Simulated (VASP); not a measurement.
# Zn4Te3O (P-43m) in VASP: single point with r2SCAN

Aim: the single point of Zn4Te3O with r2SCAN.

All numbers are computed with VASP 6.6.1; they aren't measurements. Logs are shortened: lines on timing, memory, paths and dates and some standing lists are left out, and cuts for length are marked.

### 1 The structure

The structure is cubic, space group P-43m (No. 215). Conventional cell: a = 5.795 Å, b = 5.795 Å, c = 5.795 Å, α = 90.00°, β = 90.00°, γ = 90.00°. Zn (site symmetry 3m) is surrounded by 1 O at 2.11 Å. Te (site symmetry -42m) has 4 Zn at 2.67 Å as nearest neighbours. Around O (site symmetry -43m) lie 4 Zn at 2.11 Å.

The cell was built by a generator and needn't be a form met in nature.

### 2 Single point, r2SCAN

Input file INCAR:

```
PREC     = Accurate       # precision mode
ENCUT    = 520            # plane-wave cutoff, eV
EDIFF    = 1E-6           # SCF threshold, eV
ISMEAR   = 0              # smearing method
SIGMA    = 0.1            # smearing width, eV
LREAL    = False          # projectors in reciprocal space
LASPH    = True           # aspherical terms in the spheres
NELM     = 150            # most SCF steps
ALGO     = Normal         # electronic algorithm
ISIF     = 2              # what is computed and relaxed
LWAVE    = False          # write WAVECAR
LCHARG   = False          # write CHGCAR
METAGGA  = R2SCAN         # meta-GGA
LMIXTAU  = True         
NBANDS   = 46             # bands
KPAR     = 2
```

Input file KPOINTS:

```
regular mesh
0
Gamma
  6 6 6
```

Input file POSCAR:

```
Zn4Te3O
1.0
    5.7954400000      0.0000000000      0.0000000000
    0.0000000000      5.7954400000      0.0000000000
    0.0000000000      0.0000000000      5.7954400000
Zn Te O
4 3 1
Direct
    0.2105120000      0.7894880000      0.7894880000
    0.7894880000      0.7894880000      0.2105120000
    0.7894880000      0.2105120000      0.7894880000
    0.2105120000      0.2105120000      0.2105120000
    0.5000000000      0.0000000000      0.5000000000
    0.0000000000      0.5000000000      0.5000000000
    0.5000000000      0.5000000000      0.0000000000
    0.0000000000      0.0000000000      0.0000000000
```

Potentials or basis: VASP PAW PBE potentials, release 64 (Zn, Te, O).

Launch:

```sh
cat potpaw_PBE.64/Zn/POTCAR potpaw_PBE.64/Te/POTCAR potpaw_PBE.64/O/POTCAR > POTCAR
mpirun -np 2 vasp_std > vasp.out
```

OUTCAR:

```text
PREC = Accurate
   ENCUT = 520
   EDIFF = 1E-6
   ISMEAR = 0
   LREAL = False
   LASPH = True
   NELM = 150
   ISIF = 2
   METAGGA = R2SCAN

 ion  position               nearest neighbor table
   1  0.211  0.789  0.789-   8 2.11   6 2.67   7 2.67   5 2.67
   2  0.789  0.789  0.211-   8 2.11   6 2.67   7 2.67   5 2.67
   3  0.789  0.211  0.789-   8 2.11   6 2.67   7 2.67   5 2.67
   4  0.211  0.211  0.211-   8 2.11   6 2.67   7 2.67   5 2.67
   5  0.500  0.000  0.500-   1 2.67   2 2.67   3 2.67   4 2.67
   6  0.000  0.500  0.500-   1 2.67   2 2.67   3 2.67   4 2.67
   7  0.500  0.500  0.000-   1 2.67   2 2.67   3 2.67   4 2.67
   8  0.000  0.000  0.000-   1 2.11   2 2.11   3 2.11   4 2.11

  LATTYP: Found a simple cubic cell.
 ALAT       =     5.7954400000

  Lattice vectors:

 A1 = (   5.7954400000,   0.0000000000,   0.0000000000)
 A2 = (   0.0000000000,   5.7954400000,   0.0000000000)
 A3 = (   0.0000000000,   0.0000000000,   5.7954400000)

Analysis of symmetry for initial positions (statically):
=====================================================================
 Subroutine PRICEL returns:
 Original cell was already a primitive cell.

 Routine SETGRP: Setting up the symmetry group for a
 simple cubic supercell.

 Subroutine GETGRP returns: Found 24 space group operations
 (whereof 24 operations were pure point group operations)
 out of a pool of 48 trial point group operations.

The static configuration has the point symmetry T_d .

Analysis of symmetry for dynamics (positions and initial velocities):
=====================================================================
 Subroutine PRICEL returns:
 Original cell was already a primitive cell.

 Routine SETGRP: Setting up the symmetry group for a
 simple cubic supercell.

 Subroutine GETGRP returns: Found 24 space group operations
 (whereof 24 operations were pure point group operations)
 out of a pool of 48 trial point group operations.

The dynamic configuration has the point symmetry T_d .

 Subroutine INISYM returns: Found 24 space group operations
 (whereof 24 operations are pure point group operations),
 and found     1 'primitive' translations

----------------------------------------------------------------------------------------

                                     Primitive cell

  volume of cell :     194.6522

  direct lattice vectors                    reciprocal lattice vectors
     5.795440000  0.000000000  0.000000000     0.172549453  0.000000000  0.000000000
     0.000000000  5.795440000  0.000000000     0.000000000  0.172549453  0.000000000
     0.000000000  0.000000000  5.795440000     0.000000000  0.000000000  0.172549453

  length of vectors
     5.795440000  5.795440000  5.795440000     0.172549453  0.172549453  0.172549453

  position of ions in fractional coordinates (direct lattice)
     0.210512000  0.789488000  0.789488000
     0.789488000  0.789488000  0.210512000
     0.789488000  0.210512000  0.789488000
     0.210512000  0.210512000  0.210512000
     0.500000000  0.000000000  0.500000000
     0.000000000  0.500000000  0.500000000
     0.500000000  0.500000000  0.000000000
     0.000000000  0.000000000  0.000000000

  ion indices of the primitive-cell ions
   primitive index   ion index
                 1           1
                 2           2
                 3           3
                 4           4
                 5           5
                 6           6
                 7           7
                 8           8

----------------------------------------------------------------------------------------

 KPOINTS: regular mesh

Automatic generation of k-mesh.
 Grid dimensions read from file:
 generate k-points for:    6    6    6

 Generating k-lattice:

  Cartesian coordinates                     Fractional coordinates (reciprocal lattice)
     0.028758242  0.000000000  0.000000000     0.166666667  0.000000000  0.000000000
     0.000000000  0.028758242  0.000000000     0.000000000  0.166666667  0.000000000
     0.000000000  0.000000000  0.028758242     0.000000000  0.000000000  0.166666667

  Length of vectors
     0.028758242  0.028758242  0.028758242

  Shift w.r.t. Gamma in fractional coordinates (k-lattice)
     0.000000000  0.000000000  0.000000000

 Subroutine IBZKPT returns following result:
 ===========================================

 Found     20 irreducible k-points:

 Following reciprocal coordinates:
            Coordinates               Weight
  0.000000  0.000000  0.000000      1.000000
  0.166667  0.000000  0.000000      6.000000
  0.333333  0.000000  0.000000      6.000000
  0.500000  0.000000  0.000000      3.000000
  0.166667  0.166667  0.000000     12.000000
  0.333333  0.166667  0.000000     24.000000
[... 12 lines left out ...]
  0.500000  0.500000  0.333333      6.000000
  0.500000  0.500000  0.500000      1.000000
   k-points           NKPTS =     20   k-points in BZ     NKDIM =     20   number of bands    NBANDS=     46
   number of dos      NEDOS =    301   number of ions     NIONS =      8
   total plane-waves  NPLWV = 110592
   dimension x,y,z NGX =    48 NGY =   48 NGZ =   48
   dimension x,y,z NGXF=    96 NGYF=   96 NGZF=   96
   ions per type =               4   3   1
   NGX,Y,Z   is equivalent  to a cutoff of  13.77, 13.77, 13.77 a.u.
   NGXF,Y,Z  is equivalent  to a cutoff of  27.54, 27.54, 27.54 a.u.
 SYSTEM =  unknown system
   PREC   = accura    normal or accurate (medium, high low for compatibility)
   ISTART =      0    job   : 0-new  1-cont  2-samecut
   ICHARG =      2    charge: 1-file 2-atom 10-const
   ISPIN  =      1    spin polarized calculation?
   LNONCOLLINEAR =      F non collinear calculations
   LSORBIT =      F    spin-orbit coupling
   LASPH  =      T    aspherical Exc in radial PAW
   ENCUT  =  520.0 eV  38.22 Ry    6.18 a.u.  10.78 10.78 10.78*2*pi/ulx,y,z
   NELM   =    150;   NELMIN=  2; NELMDL= -5     # of ELM steps
   EDIFF  = 0.1E-05   stopping-criterion for ELM
   LREAL  =      F    real-space projection
   EDIFFG = 0.1E-04   stopping-criterion for IOM
   NSW    =      0    number of steps for IOM
   IBRION =     -1    ionic relax: 0-MD 1-quasi-New 2-CG
   NFREE  =      0    steps in history (QN), initial steepest desc. (CG)
   ISIF   =      2    stress and relaxation
   ISYM   =      2    0-nonsym 1-usesym 2-fastsym
   POTIM  = 0.5000    time-step for ionic-motion
   TEBEG  =    0.0;   TEEND  =   0.0 temperature during run
   PSTRESS=    0.0 pullay stress
   NELECT =      72.0000    total number of electrons
   NUPDOWN=      -1.0000    fix difference up-down
   EMIN   =  10.00;   EMAX   =-10.00  energy-range for DOS
   EFERMI =   0.00;   METHOD = LEGACY
   ISMEAR =     0;   SIGMA  =   0.10  broadening in eV -4-tet -1-fermi 0-gaus
   EFERMI_NEDOS =   21; number of points for ismear=-14 and -15
   IALGO  =     38    algorithm
   IMIX   =      4    mixing-type and parameters
     AMIX     =   0.40;   BMIX     =  1.00
     AMIX_MAG =   1.60;   BMIX_MAG =  1.00
  volume/ion in A,a.u.               =      24.33       164.20
  Fermi-wavevector in a.u.,A,eV,Ry     =   1.175166  2.220742 18.789854  1.381015
  Thomas-Fermi vector in A             =   2.311551
   LORBIT       =      0    0 simple, 1 ext, 2 COOP (PROOUT), +10 PAW based schemes
   METAGGA = R2SCAN    functional components
   LHFCALC =     F    Hartree Fock is set to
   AEXX    =    0.0000 exact exchange contribution
   IVDW    =     0    specifies the selected vdW correction
   LEPSILON=     F    determine dielectric tensor
   LRPA    =     F    only Hartree local field effects (RPA)
 non-spin polarized calculation
 Gauss-broadening in eV      SIGMA  =   0.10
  energy-cutoff  :      520.00
  volume of cell :      194.65
 maximum number of plane-waves:      5263
 NGX is ok and might be reduce to    48
   NGX = 21   NGY = 21   NGZ = 21

 number of electron      71.9999981 magnetization

 Free energy of the ion-electron system (eV)
  ---------------------------------------------------
  ext. energy  EPLUGINS =         0.00000000
  ---------------------------------------------------
  free energy    TOTEN  =      -122.77698825 eV

  energy without entropy =     -122.77462201  energy(sigma->0) =     -122.77580513

 E-fermi :   3.0481     XC(G=0):  -9.8154

 val. band max:        3.0291239116   @ k =   0.0000   0.0000   0.0000
 cond. band min:       3.2129651581   @ k =   0.5000   0.5000   0.3333
 fundamental gap:      0.1838412465
 Fermi energy:         3.0480812924

 k-point     1 :       0.0000    0.0000    0.0000
  band No.  band energies     occupation
      1     -16.4560      2.00000
      2      -9.0484      2.00000
      3      -7.7729      2.00000
      4      -7.7729      2.00000
      5      -4.3708      2.00000
      6      -4.3708      2.00000
[... 38 lines left out ...]
     45       8.7953      0.00000
     46       8.7953      0.00000

 k-point     2 :       0.1667    0.0000    0.0000
  band No.  band energies     occupation
      1     -16.4555      2.00000
      2      -8.9869      2.00000
      3      -7.8683      2.00000
      4      -7.7706      2.00000
      5      -4.3717      2.00000
      6      -4.3596      2.00000
[... 38 lines left out ...]
     45       8.8148      0.00000
     46       8.8148      0.00000

 k-point     3 :       0.3333    0.0000    0.0000
  band No.  band energies     occupation
      1     -16.4546      2.00000
      2      -8.8210      2.00000
      3      -8.1007      2.00000
      4      -7.7660      2.00000
      5      -4.3734      2.00000
      6      -4.3358      2.00000
[... 822 lines left out ...]
     45       9.2110      0.00000
     46       9.2969      0.00000

 k-point    20 :       0.5000    0.5000    0.5000
  band No.  band energies     occupation
      1     -16.4516      2.00000
      2      -8.1973      2.00000
      3      -8.1973      2.00000
      4      -8.1973      2.00000
      5      -4.3037      2.00000
      6      -4.3037      2.00000
[... 38 lines left out ...]
     45       9.1046      0.00000
     46       9.4763      0.00000

------------------------ aborting loop because EDIFF is reached ----------------------------------------

  FORCE on cell =-STRESS in cart. coord.  units (eV):
  Direction    XX          YY          ZZ          XY          YZ          ZX
  --------------------------------------------------------------------------------------
  -------------------------------------------------------------------------------------
  Total       -2.4755689     -2.4755689     -2.4755689     -0.0000000     -0.0000000     -0.0000000
  in kB      -20.3763485    -20.3763485    -20.3763485     -0.0000000     -0.0000000     -0.0000000
  external PRESSURE =     -20.3763485 kB  Pullay stress =       0.0000000 kB

 VOLUME and BASIS-vectors are now :
 -----------------------------------------------------------------------------
  energy-cutoff  :      520.00
  volume of cell :      194.65
      direct lattice vectors                 reciprocal lattice vectors
     5.795440000  0.000000000  0.000000000     0.172549453  0.000000000  0.000000000
     0.000000000  5.795440000  0.000000000     0.000000000  0.172549453  0.000000000
     0.000000000  0.000000000  5.795440000     0.000000000  0.000000000  0.172549453

 POSITION                                       TOTAL-FORCE (eV/Angst)
 -----------------------------------------------------------------------------------
      1.22001      4.57543      4.57543        -0.020688      0.020688      0.020688
      4.57543      4.57543      1.22001         0.020688      0.020688     -0.020688
      4.57543      1.22001      4.57543         0.020688     -0.020688      0.020688
      1.22001      1.22001      1.22001        -0.020688     -0.020688     -0.020688
      2.89772      0.00000      2.89772        -0.000000     -0.000000     -0.000000
      0.00000      2.89772      2.89772        -0.000000     -0.000000     -0.000000
      2.89772      2.89772      0.00000        -0.000000     -0.000000     -0.000000
      0.00000      0.00000      0.00000        -0.000000     -0.000000     -0.000000
 -----------------------------------------------------------------------------------
    total drift:                               -0.000000     -0.000000      0.000000

  FREE ENERGIE OF THE ION-ELECTRON SYSTEM (eV)
  ---------------------------------------------------
  free  energy   TOTEN  =      -122.7769882549 eV

  energy  without entropy=     -122.7746220104  energy(sigma->0) =     -122.77580513
```

Wall time 11 min (2 MPI ranks of Intel Xeon Platinum 8488C (Sapphire Rapids), shared host); peak memory 0.45 GiB.

What came out:

- Free energy: -122.7770 eV
- Pressure: -2.0 GPa
- Largest force: 0.036 eV/Å
- Band gap on the k mesh: none (metal or under the smearing width)

Forces on the atoms (eV/Å):
```
Zn  -0.021  0.021  0.021
Zn   0.021  0.021 -0.021
Zn   0.021 -0.021  0.021
Zn  -0.021 -0.021 -0.021
Te   0.000  0.000  0.000
Te   0.000  0.000  0.000
Te   0.000  0.000  0.000
O    0.000  0.000  0.000
```

Caveat: the PAW data sets were made with another functional, which shifts forces and pressure a little. Spin-orbit coupling is left out, which matters for the levels of Te.
